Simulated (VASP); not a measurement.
Input:

```yaml
crystal:
  lattice:
    - [3.18375, 0.00000, 0.00000]
    - [-1.59187, 2.75721, 0.00000]
    - [0.00000, 0.00000, 19.09414]
  atoms:
    - { symbol: W, position: [0.66667, 0.33333, 0.50000] }
    - { symbol: S, position: [0.33333, 0.66667, 0.41833] }
    - { symbol: S, position: [0.33333, 0.66667, 0.58167] }
```

Calculation: r2SCAN meta-GGA, VASP's PBE PAW potentials (set 64) (plane waves; VASP). Settings: 400 eV cut-off, 9×9×1 Γ-centred mesh, tetrahedra with Blöchl corrections, potentials W_sv S.

The cell holds a wide vacuum, so values per volume refer to the whole cell. Unless said otherwise, spin-orbit coupling is left out, though it shifts the bands of the heavy elements here.

What does the run give for the energy per atom (σ→0), band gap (over mesh and band path) with the smallest direct gap where there is one?

The band gap (over mesh and band path) comes out as 1.90 eV and the smallest direct gap (over mesh and band path) is 1.92 eV. The energy per atom (σ→0) is -23.347 eV/atom.

Only differences to runs with the same potentials and settings are physical.

The cell is a sheet with vacuum, built from a generated structure.
